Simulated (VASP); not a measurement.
# A VASP study of YSb (PBEsol): structure first, properties next

Aim: relax YSb with PBEsol, compute its properties on that cell and hold them against experiment. The steps: full relaxation (PBEsol), second relaxation, single point with fields (PBEsol), band structure (PBEsol), density of states (PBEsol), bands along the symmetry lines (PBEsol + SOC), volume scan with PBEsol, fit for PBEsol, optical spectrum (PBEsol) and total energy, forces and stress (PBEsol), changed input. The start is a cell from a database of measured crystal structures.

Main program and level: VASP 6.6.1; PBEsol; plane waves and PAW (Y_sv, Sb), in the first sound run; inputs show where later runs differ.

**Measured values to reproduce.**

“Magnetoresistance and Shubnikov-de Hass oscillation in YSb” (2016, arxiv:1604.05912) quotes from earlier work for YSb, rock salt (literature value): lattice constant a (cubic lattice parameter a, earlier experiment) 6.163 Å [literature value cited from earlier experiment].

Report form: the programs' logs are mostly left out.

**1. The starting structure**

Before any relaxation, the start is as follows. The structure is cubic, space group Fm-3m (No. 225). Conventional cell: a = 6.165 Å, b = 6.165 Å, c = 6.165 Å, α = 90.00°, β = 90.00°, γ = 90.00°. Nearest to Y lie 6 Sb at 3.08 Å. Nearest to Sb lie 6 Y at 3.08 Å. Farther neighbours are not listed.

Structure file:

```xyz
2
Lattice="0.0000 3.0823 3.0823 3.0823 0.0000 3.0823 3.0823 3.0823 0.0000" Properties=species:S:1:pos:R:3 pbc="T T T"
Y     3.0823    3.0823    3.0823
Sb    0.0000    0.0000    0.0000
```

**2. Full relaxation (PBEsol)**

Properties are meant for the cell that this level of theory prefers, so cell and atoms are relaxed first (ISIF = 3) until forces and stress are small; EDIFFG sets the threshold. PBEsol restores the gradient expansion of exchange and is tuned for the cells of solids.

INCAR

```
SYSTEM = YSb
PREC = Accurate
ENCUT = 400
EDIFF = 1E-06
NELM = 100
ISMEAR = 0
SIGMA = 0.05
LREAL = .FALSE.
ALGO = Normal
GGA = PS
NBANDS = 14
LASPH = .TRUE.
LORBIT = 11
LWAVE = .FALSE.
LCHARG = .FALSE.
KPAR = 2
IBRION = 2
NSW = 60
ISIF = 3
EDIFFG = -0.01
```

POSCAR

```
YSb
1.0
    0.0000000000      3.0822500000      3.0822500000
    3.0822500000      0.0000000000      3.0822500000
    3.0822500000      3.0822500000      0.0000000000
Y Sb
1 1
Direct
    0.5000000000      0.5000000000      0.5000000000
    0.0000000000      0.0000000000      0.0000000000
```

KPOINTS

```
Automatic mesh
0
Gamma
6 6 6
0 0 0
```

The projector-augmented-wave data sets are Y_sv and Sb (PBE family, release 64).

The run is started by

```bash
$ mpirun -np 2 vasp_std
```

The job ended after 49 s (2 MPI ranks of AMD EPYC 7R43, shared host; peak memory 0.27 GiB).

The k-mesh is coarse for a metal. The PAW data sets were made with PBE, which is usual practice but a small mismatch for other functionals. The run keeps the 48 symmetry operations of its start, so it cannot find a distortion of lower symmetry.

The steps of the relaxation:

| step | energy less that of the first step (eV) | largest force (eV/Å) | pressure (GPa) | volume (Å³) |
| --- | --- | --- | --- | --- |
| 1 | 0.0000 | 0.0000 | -1.34 | 58.56 |
| 2 | -0.0037 | 0.0000 | 0.83 | 56.52 |
| 3 | -0.0055 | 0.0000 | 0.00 | 57.26 |

| conventional cell, symmetrised | before | after | change |
| --- | --- | --- | --- |
| a (Å) | 6.165 | 6.118 | -0.7 % |
| b (Å) | 6.165 | 6.118 | -0.7 % |
| c (Å) | 6.165 | 6.118 | -0.7 % |
| volume (Å³/atom) | 29.28 | 28.63 | -2.2 % |

Final coordinates:

```
Y Sb
1.0
     0.00000    3.05919    3.05919
     3.05919    0.00000    3.05919
     3.05919    3.05919    0.00000
Y Sb
1 1
Direct
  0.50000 0.50000 0.50000
  0.00000 0.00000 0.00000
```

This step gave:

| Item | Value |
| --- | --- |
| electrons | 16 |
| bands | 14 |
| irreducible k-points | 16 |
| symmetry operations | 48 |
| free energy (TOTEN) | -13.77 eV |
| energy at zero smearing | -13.77 eV |
| Fermi energy | 5.048 eV |
| pressure | 6.39e-4 GPa |
| metallic | yes |
| SCF cycles over all ionic steps | 31 |

It ends with forces that vanish by symmetry and a pressure of 0.00 GPa. The volume lies -2.2 % from that of the database's start, which holds the thermal and zero-point expansion of its experiment.

**3. Second relaxation**

The basis stayed that of the start cell while the cell moved. A rerun from the cell reached resets it; the error of the finite cutoff stays.

INCAR is that of step 2.

POSCAR

```
YSb
1.0
    0.0000000000      3.0591892983      3.0591892983
    3.0591892983      0.0000000000      3.0591892983
    3.0591892983      3.0591892983      0.0000000000
Y Sb
1 1
Direct
    0.5000000000      0.5000000000      0.5000000000
    0.0000000000      0.0000000000      0.0000000000
```

KPOINTS is that of step 2.

The run is started by

```bash
$ mpirun -np 2 vasp_std
```

It took 25 s on 2 MPI ranks; peak memory 0.25 GiB; 47 s of CPU time.

Little changed from the start: no atom moved by 0.005 Å and no cell edge by 0.1 %.

This step gave:

```
pressure                        : -0.01074 GPa
SCF cycles over all ionic steps : 14
```

It ends with forces that vanish by symmetry and a pressure of -0.01 GPa. The volume moved by under 0.01 %: the run met its threshold at the first step.

**4. Single point with fields (PBEsol)**

The relaxed cell gets a fresh self-consistent run, on a basis set for its own volume, to fix the density and to check the remaining stress.

INCAR: that of step 3 with these lines changed.

```diff
@@ -14,7 +14,5 @@
 LWAVE = .FALSE.
-LCHARG = .FALSE.
-KPAR = 2
-IBRION = 2
-NSW = 60
-ISIF = 3
-EDIFFG = -0.01
+LCHARG = .TRUE.
+ISIF = 2
+LELF = .TRUE.
+LVHAR = .TRUE.
```

POSCAR is that of step 3.

KPOINTS is that of step 3.

The run is started by

```bash
$ mpirun -np 2 vasp_std
```

Run time: 24 s. Hardware: 2 MPI ranks; peak memory 0.23 GiB; 45 s of CPU time.

Numbers from this step:

```yaml
scf_cycles: 14
```

Valence electrons inside each PAW sphere by angular momentum. Sphere charges, by row:

| atom | s (e) | p (e) | d (e) | f (e) | tot (e) |
| --- | --- | --- | --- | --- | --- |
| Y1 | 2.171 | 6.316 | 0.981 | 0.029 | 9.496 |
| Sb2 | 1.118 | 1.457 | 0.014 | 0 | 2.59 |

ELF in the ac plane of the conventional cell at fractional y = 0.000, with atoms of Y and Sb within 0.2 Å of it. It is the smooth field of the valence electrons, not physical close to the nuclei.

Ten even steps from '_' (0.10) to '@' (0.82), each cell a mean:
```
**%%@@@@==::**%%##%%##==::##@@%%**
%%@@@@%%==__--##%%##++..::##@@@@%%
@@@@@@##--____--====..__..++%%@@@@
%%##**==::....::::::......--++####
::::....::==**########++--....::::
==::____--##@@@@@@@@@@%%++..__..==
%%##--__==@@@@@@%%@@@@@@##....++##
##%%**::++@@@@%%****@@@@##::==##%%
##%%##::++@@@@##==**%%@@##::==%%##
%%%%++..==@@@@%%##%%@@@@##::--##%%
##++..__==%%@@@@@@@@@@@@**..__--**
::..____--**%%@@@@@@@@##==..____::
++====::::--====++++==--::::--====
@@@@%%**::____..::::____..==##%%@@
@@@@@@%%==__..++##**--__..**@@@@@@
##%%@@@@==..++%%%%%%##::::##@@@@%%
++##@@@@++::##%%####%%==::%%@@%%**
```
Columns run along a (6.1 Å), rows up along c (6.1 Å), edges of the conventional cell, whose origin can differ from the input's. Atoms in or near the plane, at fractional coordinates: Y at (0.50, 0.00), Y at (0.00, 0.50), Sb at (0.00, 0.00), Sb at (0.50, 0.50).

Electrostatic potential energy in the ac plane of the conventional cell at fractional y = 0.000, with atoms of Y and Sb within 0.2 Å of it. With pseudopotentials it is smooth inside the atoms' cores, unlike the true potential.

Ten even steps from '0' (-89 eV) to '9' (3 eV), each cell a mean:
```
01599887777899830
24899987778899963
78999998888999998
99999999999999999
99999999999999999
88999998789999988
77899984236999887
77899951003899877
67889950002799877
77899962014899877
88899986558999988
89999999999999998
99999999999999999
99999999899999999
57999988888999985
02799987777899841
00599887677899720
```
Columns run along a (6.1 Å; values clipped at the 3rd and 97th percentile), rows up along c (6.1 Å), edges of the conventional cell, whose origin can differ from the input's. Atoms in or near the plane, at fractional coordinates: Y at (0.50, 0.00), Y at (0.00, 0.50), Sb at (0.00, 0.00), Sb at (0.50, 0.50).

Valence density in the ac plane of the conventional cell at fractional y = 0.000, with atoms of Y and Sb within 0.2 Å of it. It is the smooth field of the valence electrons, not physical close to the nuclei.

Ten even steps from '0' (-0.3 e/Å³) to '9' (4.6 e/Å³), each cell a mean:
```
00111126984111110
11110113542101111
11100011211000111
11000001110000011
11000001111000001
11000011111100011
53100111111110124
86211110001111148
97311110001111259
75211111001111136
32100111111100112
11000011111000011
11000001110000001
11100001110000011
11110012321000111
01111125763111110
00111137985111110
```
Columns run along a (6.1 Å), rows up along c (6.1 Å), edges of the conventional cell, whose origin can differ from the input's. Atoms in or near the plane, at fractional coordinates: Y at (0.50, 0.00), Y at (0.00, 0.50), Sb at (0.00, 0.00), Sb at (0.50, 0.50).

In this run the pressure is -0.01 GPa, small enough to go on.

**5. Band structure (PBEsol)**

Levels along the symmetry lines show where the bands peak and cross; KPOINTS_OPT computes them in the converged potential.

INCAR

```
SYSTEM = YSb
PREC = Accurate
ENCUT = 400
EDIFF = 1E-06
NELM = 100
ISMEAR = 0
SIGMA = 0.05
LREAL = .FALSE.
ALGO = Normal
GGA = PS
NBANDS = 20
LASPH = .TRUE.
LORBIT = 11
LWAVE = .FALSE.
LCHARG = .FALSE.
KPAR = 2
```

POSCAR is that of step 4.

KPOINTS is that of step 4.

KPOINTS_OPT

```
Line mode
16
Line-mode
Reciprocal
  0.00000000   0.00000000   0.00000000 GAMMA
  0.50000000   0.00000000   0.50000000 X

  0.50000000   0.00000000   0.50000000 X
  0.50000000   0.25000000   0.75000000 W

  0.50000000   0.25000000   0.75000000 W
  0.37500000   0.37500000   0.75000000 K

  0.37500000   0.37500000   0.75000000 K
  0.00000000   0.00000000   0.00000000 GAMMA

  0.00000000   0.00000000   0.00000000 GAMMA
  0.50000000   0.50000000   0.50000000 L

  0.50000000   0.50000000   0.50000000 L
  0.62500000   0.25000000   0.62500000 U

  0.62500000   0.25000000   0.62500000 U
  0.50000000   0.25000000   0.75000000 W

  0.50000000   0.25000000   0.75000000 W
  0.50000000   0.50000000   0.50000000 L

  0.50000000   0.50000000   0.50000000 L
  0.37500000   0.37500000   0.75000000 K

  0.62500000   0.25000000   0.62500000 U
  0.50000000   0.00000000   0.50000000 X
```

The run is started by

```bash
$ mpirun -np 2 vasp_std
```

It took 2.1 min on 2 MPI ranks; peak memory 0.26 GiB.

Spin-orbit coupling is off here; with elements this heavy it splits and shifts levels by tenths of an eV or more.

Numbers from this step:

- bands: 20
- Fermi energy: 5.047 eV
- pressure: 0.07981 GPa

The electronic bands at the labelled points (eV, zero at the Fermi level; # counts the bands kept):

| point | #1 | #2 | #3 | #4 | #5 | #6 | #7 | #8 |
| --- | --- | --- | --- | --- | --- | --- | --- | --- |
| Γ | -9.77 | 1.03 | 1.03 | 1.03 | 1.29 | 1.29 | 1.29 | 1.96 |
| 0.53 of the way | -8.97 | -2.53 | -0.35 | -0.35 | 0.25 | 2.40 | 3.70 | 3.70 |
| X | -8.54 | -2.72 | -0.49 | -0.49 | -0.33 | 2.83 | 3.23 | 3.89 |
| 0.47 of the way | -8.44 | -2.63 | -1.47 | -1.33 | 0.95 | 3.03 | 3.66 | 3.89 |
| W | -8.31 | -2.25 | -2.25 | -2.07 | 2.60 | 2.60 | 3.09 | 3.89 |
| 0.47 of the way | -8.32 | -2.43 | -2.41 | -1.56 | 1.79 | 3.16 | 3.40 | 3.90 |
| K | -8.34 | -2.52 | -2.51 | -1.13 | 1.24 | 3.43 | 3.87 | 3.90 |
| 0.53 of the way | -8.97 | -2.37 | -1.10 | -1.07 | 1.89 | 2.66 | 2.98 | 3.15 |
| Γ | -9.77 | 1.03 | 1.03 | 1.03 | 1.29 | 1.29 | 1.29 | 1.96 |
| 0.47 of the way | -9.20 | -1.93 | -0.73 | -0.73 | 1.99 | 1.99 | 2.03 | 4.51 |
| L | -8.19 | -4.10 | -1.61 | -1.61 | 3.18 | 3.18 | 3.45 | 3.62 |
| 0.47 of the way | -8.23 | -3.70 | -1.89 | -1.48 | 2.47 | 3.17 | 3.25 | 4.73 |
| U | -8.34 | -2.52 | -2.51 | -1.13 | 1.24 | 3.43 | 3.87 | 3.90 |
| 0.47 of the way | -8.33 | -2.45 | -2.43 | -1.47 | 1.68 | 3.22 | 3.47 | 3.90 |
| W | -8.31 | -2.25 | -2.25 | -2.07 | 2.60 | 2.60 | 3.09 | 3.89 |
| 0.53 of the way | -8.24 | -3.57 | -1.93 | -1.50 | 2.65 | 2.67 | 3.46 | 4.80 |
| L | -8.19 | -4.10 | -1.61 | -1.61 | 3.18 | 3.18 | 3.45 | 3.62 |
| 0.53 of the way | -8.24 | -3.58 | -1.96 | -1.45 | 2.31 | 3.18 | 3.27 | 4.79 |
| K | -8.34 | -2.52 | -2.51 | -1.13 | 1.24 | 3.43 | 3.87 | 3.90 |
| jump to U | -8.34 | -2.52 | -2.51 | -1.13 | 1.24 | 3.43 | 3.87 | 3.90 |
| 0.47 of the way | -8.47 | -2.66 | -1.55 | -0.74 | 0.48 | 3.33 | 3.62 | 3.75 |
| X | -8.54 | -2.72 | -0.49 | -0.49 | -0.33 | 2.83 | 3.23 | 3.89 |

The largest weight of each band there:

| point | #1 | #2 | #3 | #4 | #5 | #6 | #7 | #8 |
| --- | --- | --- | --- | --- | --- | --- | --- | --- |
| Γ | Sb 0.88 | Sb 0.79 | Sb 0.79 | Sb 0.79 | Y 0.95 | Y 0.95 | Y 0.95 | Y 0.94 |
| X | Sb 0.88 | Sb 0.51 | Sb 0.64 | Sb 0.64 | Y 0.94 | Y 0.95 | Y 0.87 | Y 1.00 |
| W | Sb 0.88 | Y 0.52 | Y 0.52 | Sb 0.53 | Y 0.85 | Y 0.85 | Y 0.93 | Y 1.00 |
| K | Sb 0.88 | Y 0.50 | Y 0.50 | Sb 0.52 | Y 0.86 | Y 1.00 | Y 0.90 | Y 0.94 |
| Γ | Sb 0.88 | Sb 0.79 | Sb 0.79 | Sb 0.79 | Y 0.95 | Y 0.95 | Y 0.95 | Y 0.94 |
| L | Sb 0.87 | Sb 0.52 | Y 0.54 | Y 0.54 | Y 0.99 | Y 0.99 | Y 0.95 | Y 0.62 |

There is no gap at this level.

**6. Density of states (PBEsol)**

Here the states are counted by energy and projected on the atoms. The mesh is finer than in the run before.

INCAR: that of step 5 with these lines changed.

```diff
@@ -5,3 +5,3 @@
 NELM = 100
-ISMEAR = 0
+ISMEAR = -5
 SIGMA = 0.05
@@ -16 +16,2 @@
 KPAR = 2
+NEDOS = 2001
```

POSCAR is that of step 5.

KPOINTS

```
Automatic mesh
0
Gamma
9 9 9
0 0 0
```

The run is started by

```bash
$ mpirun -np 2 vasp_std
```

The job ended after 33 s (2 MPI ranks; peak memory 0.29 GiB).

With tetrahedra the forces and stress of a metal are not exact derivatives of the energy.

Numbers from this step:

| Property | Result |
| --- | --- |
| SCF cycles | 15 |
| irreducible k-points | 35 |
| free energy (TOTEN) | -13.78 eV |
| Fermi energy | 5.273 eV |
| pressure | 0.07564 GPa |
| DOS at the Fermi level | 0.2428 states/eV/cell |

The density of states has structure finer than the step of the table below, so its rows give means over 0.5 eV, whole bins alone (the curve runs from -12.0 to 1.71 eV). Peaks (eV: height): total -8.49: 4.93, -3.07: 2.26, -1.66: 6.01; Sb p -3.07: 0.500, -1.66: 1.59; Y d -8.59: 0.166, -1.66: 1.37; Y p -8.49: 0.236, -2.97: 0.251, -2.32: 0.230, -1.66: 0.273; Y s -8.78: 0.03, -3.25: 0.133, -1.66: 0.0337.

States under -12.0 eV and over 1.7 eV are left out. Density of states against energy, zero at the Fermi level; means over each step; values in states/eV/cell:

| energy (eV) | total | Sb p | Y d | Y p | Y s | Sb s |
| --- | --- | --- | --- | --- | --- | --- |
| -10.5 | 0 | 0 | 0 | 0 | 0 | 0 |
| -10.0 | 0.0555 | 7.2e-5 | 2.6e-5 | 5.2e-4 | 0.00311 | 0.0256 |
| -9.5 | 0.383 | 0.00102 | 0.00115 | 0.00879 | 0.0171 | 0.183 |
| -9.0 | 1.13 | 0.00236 | 0.0219 | 0.0387 | 0.0251 | 0.590 |
| -8.5 | 2.44 | 0.00142 | 0.0790 | 0.0974 | 0.0126 | 1.35 |
| -8.0 | 0 | 0 | 0 | 0 | 0 | 0 |
| -7.5 | 0 | 0 | 0 | 0 | 0 | 0 |
| -7.0 | 0 | 0 | 0 | 0 | 0 | 0 |
| -6.5 | 0 | 0 | 0 | 0 | 0 | 0 |
| -6.0 | 0 | 0 | 0 | 0 | 0 | 0 |
| -5.5 | 0 | 0 | 0 | 0 | 0 | 0 |
| -5.0 | 0 | 0 | 0 | 0 | 0 | 0 |
| -4.5 | 0.00585 | 0.00114 | 3.9e-4 | 5.0e-5 | 6.3e-4 | 3.6e-5 |
| -4.0 | 0.399 | 0.0792 | 0.0274 | 0.00760 | 0.0397 | 0.00377 |
| -3.5 | 1.31 | 0.274 | 0.103 | 0.0504 | 0.107 | 0.0182 |
| -3.0 | 1.69 | 0.375 | 0.123 | 0.155 | 0.0806 | 0.0252 |
| -2.5 | 0.952 | 0.215 | 0.106 | 0.0961 | 0.0212 | 0.0112 |
| -2.0 | 2.24 | 0.539 | 0.394 | 0.173 | 0.0203 | 0.00740 |
| -1.5 | 3.43 | 0.907 | 0.727 | 0.188 | 0.0204 | 0.00530 |
| -1.0 | 1.40 | 0.384 | 0.251 | 0.103 | 0.00673 | 0.00320 |
| -0.5 | 0.434 | 0.116 | 0.0901 | 0.0250 | 9.9e-4 | 1.0e-3 |
| 0.0 | 0.256 | 0.0437 | 0.0748 | 0.00931 | 0.00115 | 4.0e-4 |
| 0.5 | 0.406 | 0.0336 | 0.155 | 0.00988 | 0.00411 | 9.0e-4 |
| 1.0 | 0.811 | 0.0457 | 0.365 | 0.0120 | 0.00997 | 0.00252 |

The finer mesh and the other smearing move the Fermi level by +0.23 eV from the 6×6×6 run, one measure of the sampling error in the zero of the bands above. Of the states within 0.3 eV of the Fermi level, the largest shares in the PAW spheres are Y d 29 % and Sb p 18 %. The rest lies in smaller channels or between the spheres.

**7. Bands along the symmetry lines (PBEsol + SOC)**

This step: PBEsol, spin-orbit coupling; plane waves and PAW (Y_sv, Sb) (VASP 6.6.1).

The mesh alone shows little of the dispersion and can miss band extrema, so KPOINTS_OPT adds a path through the symmetry points after the self-consistent cycle. Spin-orbit coupling needs spinors and the noncollinear program, where each band holds one electron.

INCAR

```
SYSTEM = YSb
PREC = Accurate
ENCUT = 400
EDIFF = 1E-06
NELM = 100
ISMEAR = 0
SIGMA = 0.05
LREAL = .FALSE.
ALGO = Normal
GGA = PS
LNONCOLLINEAR = .TRUE.
MAGMOM = 0 0 0 0 0 0
NBANDS = 28
GGA_COMPAT = .FALSE.
LASPH = .TRUE.
LSORBIT = .TRUE.
LMAXMIX = 4
LORBIT = 11
LWAVE = .FALSE.
LCHARG = .FALSE.
KPAR = 2
```

POSCAR is that of step 6.

KPOINTS

```
Automatic mesh
0
Gamma
5 5 5
0 0 0
```

KPOINTS_OPT is that of step 5.

The run is started by

```bash
$ mpirun -np 2 vasp_ncl
```

Elapsed: 5.9 min, on 2 MPI ranks; peak memory 0.43 GiB; 12 min of CPU time.

Numbers from this step:

```
SCF cycles              : 13
bands                   : 28
irreducible k-points    : 10
free energy (TOTEN)     : -13.88 eV
energy at zero smearing : -13.88 eV
Fermi energy            : 5.066 eV
pressure                : -0.05212 GPa
```

On-site spin-orbit energy by atom:

| atom | on-site spin-orbit energy (eV) |
| --- | --- |
| Y1 | -0.100 |
| Sb2 | -0.129 |

Electronic bands along the path, in eV, zero at the Fermi level; # counts the bands kept:

| point | #3 | #4 | #5 | #6 | #7 | #8 | #9 | #10 |
| --- | --- | --- | --- | --- | --- | --- | --- | --- |
| Γ | 0.48 | 0.48 | 1.25 | 1.25 | 1.25 | 1.25 | 1.28 | 1.28 |
| 0.53 of the way | -2.57 | -2.57 | -0.56 | -0.56 | -0.18 | -0.18 | 0.23 | 0.23 |
| X | -2.76 | -2.76 | -0.73 | -0.73 | -0.35 | -0.35 | -0.29 | -0.29 |
| 0.47 of the way | -2.67 | -2.67 | -1.57 | -1.57 | -1.26 | -1.26 | 0.94 | 0.94 |
| W | -2.44 | -2.44 | -2.19 | -2.19 | -2.00 | -2.00 | 2.52 | 2.52 |
| 0.47 of the way | -2.57 | -2.57 | -2.35 | -2.35 | -1.55 | -1.55 | 1.77 | 1.77 |
| K | -2.65 | -2.65 | -2.45 | -2.45 | -1.13 | -1.13 | 1.23 | 1.23 |
| 0.53 of the way | -2.42 | -2.42 | -1.22 | -1.22 | -0.99 | -0.99 | 1.87 | 1.87 |
| Γ | 0.48 | 0.48 | 1.25 | 1.25 | 1.25 | 1.25 | 1.28 | 1.28 |
| 0.47 of the way | -1.99 | -1.99 | -0.88 | -0.88 | -0.62 | -0.62 | 1.95 | 1.95 |
| L | -4.14 | -4.14 | -1.76 | -1.76 | -1.51 | -1.51 | 3.15 | 3.15 |
| 0.47 of the way | -3.74 | -3.74 | -1.94 | -1.94 | -1.47 | -1.47 | 2.45 | 2.45 |
| U | -2.65 | -2.65 | -2.45 | -2.45 | -1.13 | -1.13 | 1.23 | 1.23 |
| 0.47 of the way | -2.59 | -2.59 | -2.37 | -2.37 | -1.47 | -1.47 | 1.66 | 1.66 |
| W | -2.44 | -2.44 | -2.19 | -2.19 | -2.00 | -2.00 | 2.52 | 2.52 |
| 0.53 of the way | -3.61 | -3.61 | -1.98 | -1.98 | -1.49 | -1.49 | 2.61 | 2.61 |
| L | -4.14 | -4.14 | -1.76 | -1.76 | -1.51 | -1.51 | 3.15 | 3.15 |
| 0.53 of the way | -3.62 | -3.62 | -2.00 | -2.00 | -1.44 | -1.44 | 2.29 | 2.29 |
| K | -2.65 | -2.65 | -2.45 | -2.45 | -1.13 | -1.13 | 1.23 | 1.23 |
| jump to U | -2.65 | -2.65 | -2.45 | -2.45 | -1.13 | -1.13 | 1.23 | 1.23 |
| 0.47 of the way | -2.70 | -2.70 | -1.59 | -1.59 | -0.74 | -0.74 | 0.47 | 0.47 |
| X | -2.76 | -2.76 | -0.73 | -0.73 | -0.35 | -0.35 | -0.29 | -0.29 |

The largest weight of each band there:

| point | #3 | #4 | #5 | #6 | #7 | #8 | #9 | #10 |
| --- | --- | --- | --- | --- | --- | --- | --- | --- |
| Γ | Sb 0.80 | Sb 0.80 | Y 0.95 | Y 0.95 | Y 0.95 | Y 0.95 | Sb 0.79 | Sb 0.79 |
| X | Sb 0.52 | Sb 0.52 | Sb 0.64 | Sb 0.64 | Y 0.94 | Y 0.94 | Sb 0.63 | Sb 0.63 |
| W | Sb 0.53 | Sb 0.53 | Y 0.54 | Y 0.54 | Sb 0.51 | Sb 0.51 | Y 0.85 | Y 0.85 |
| K | Sb 0.53 | Sb 0.53 | Y 0.52 | Y 0.52 | Sb 0.52 | Sb 0.52 | Y 0.86 | Y 0.86 |
| Γ | Sb 0.80 | Sb 0.80 | Y 0.95 | Y 0.95 | Y 0.95 | Y 0.95 | Sb 0.79 | Sb 0.79 |
| L | Sb 0.52 | Sb 0.52 | Y 0.52 | Y 0.52 | Y 0.56 | Y 0.56 | Y 0.99 | Y 0.99 |

There is no gap at this level.

Of the bands kept, 8 cross the Fermi level on this path (spinor bands, one electron each).

**8. Volume scan with PBEsol, volume scale 0.94**

This step: PBEsol; plane waves and PAW (Y_sv, Sb) (VASP 6.6.1).

An equation of state needs energies on both sides of the minimum, all on one mesh and cutoff.

INCAR

```
SYSTEM = YSb
PREC = Accurate
ENCUT = 400
EDIFF = 1E-06
NELM = 100
ISMEAR = 0
SIGMA = 0.05
LREAL = .FALSE.
ALGO = Normal
GGA = PS
NBANDS = 14
LASPH = .TRUE.
LORBIT = 11
LWAVE = .FALSE.
LCHARG = .FALSE.
KPAR = 2
ISIF = 2
```

POSCAR

```
YSb
1.0
    0.0000000000      2.9967393405      2.9967393405
    2.9967393405      0.0000000000      2.9967393405
    2.9967393405      2.9967393405      0.0000000000
Y Sb
1 1
Direct
    0.5000000000      0.5000000000      0.5000000000
    0.0000000000      0.0000000000      0.0000000000
```

KPOINTS

```
Automatic mesh
0
Gamma
6 6 6
0 0 0
```

The run is started by

```bash
$ mpirun -np 2 vasp_std
```

Wall time 26 s (2 MPI ranks); peak memory 0.26 GiB; 48 s of CPU time.

The scan keeps the cell's shape and the fractional positions fixed.

Numbers from this step:

| Quantity | Value |
| --- | --- |
| bands | 14 |
| irreducible k-points | 16 |
| free energy (TOTEN) | -13.72 eV |
| energy at zero smearing | -13.72 eV |
| Fermi energy | 5.558 eV |
| pressure | 4.513 GPa |

The pressure here is 4.51 GPa.

(Part 1 of 2 ends here.)

[Lines on the potential files, build, host, timing and source positions are cut from VASP's logs without a mark.]

[Logs are printed without paths, hosts, clocks, repeated set-up lines and the standing remarks that a program may print on its own settings, such as how far it seeks lower states.]

[Hosts, paths, dates, database ids (printed as entryN), source tags and the programs' standing remarks are cut or masked in the printed files.]

[Measured values are set beside computed ones only where the two were judged alike; some that the calculation misses by far are left out.]

[In band tables of VASP the shares of atoms and orbitals are scaled to a sum of 1 inside the atoms' spheres.]
